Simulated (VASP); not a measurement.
The system is C.

```xyz
4
Lattice="2.4673 0.0000 0.0000 -1.2336 2.1367 0.0000 0.0000 0.0000 7.8031" Properties=species:S:1:pos:R:3 pbc="T T T"
C     0.0000    0.0000    1.9508
C     0.0000    0.0000    5.8523
C     0.0000    1.4245    1.9508
C     1.2336    0.7122    5.8523
```

* Program: VASP 6.6.1
* Task: relaxation of cell and atoms
* Functional: PBE
* Dispersion: D3(BJ)
* Potentials or basis: VASP PAW PBE potentials, release 64 (C)
* Cutoff: 520 eV
* k mesh: 9 × 9 × 4
* Occupations: gaussian, width 0.02 eV
* Spin: no spin polarisation

At the start: pressure -0.7 GPa; volume 10.28 Å³/atom.

Question: Where does the relaxation end?

Answer: Over 14 steps the energy falls by 14.8 meV/atom and the volume is 8.77 Å³/atom (-14.7 %); space group P6_3/mmc (No. 194, to 0.05 Å).

The path:
| step | energy change (eV) | largest force (eV/Å) | pressure (GPa) | volume (Å³) |
| --- | --- | --- | --- | --- |
| 1 | 0.0000 | 0.0000 | -0.71 | 41.14 |
| 2 | -0.0034 | 0.0000 | -0.63 | 40.87 |
| 3 | -0.0134 | 0.0000 | -0.36 | 40.05 |
| 4 | -0.0327 | 0.0000 | 0.23 | 38.43 |
| 5 | -0.0572 | 0.0000 | 1.98 | 35.19 |
| 6 | -0.0591 | 0.0000 | -0.33 | 35.11 |
| 7 | -0.0591 | 0.0000 | -0.07 | 35.12 |
| 8 | -0.0591 | 0.0000 | -0.04 | 35.12 |
| 9 | -0.0591 | 0.0000 | -0.02 | 35.12 |
| 10 | -0.0591 | 0.0000 | 0.03 | 35.11 |
| 11 | -0.0591 | 0.0000 | 0.03 | 35.11 |
| 12 | -0.0591 | 0.0000 | 0.03 | 35.11 |
| 13 | -0.0591 | 0.0000 | 0.02 | 35.10 |
| 14 | -0.0591 | 0.0000 | 0.01 | 35.09 |

Final structure:
```yaml
crystal:
  lattice:
    - [2.46620, 0.00000, 0.00000]
    - [-1.23310, 2.13579, 0.00000]
    - [0.00000, 0.00000, 6.66207]
  atoms:
    - { symbol: C, position: [0.00000, 0.00000, 0.25000] }
    - { symbol: C, position: [0.00000, 0.00000, 0.75000] }
    - { symbol: C, position: [0.33333, 0.66667, 0.25000] }
    - { symbol: C, position: [0.66667, 0.33333, 0.75000] }
```
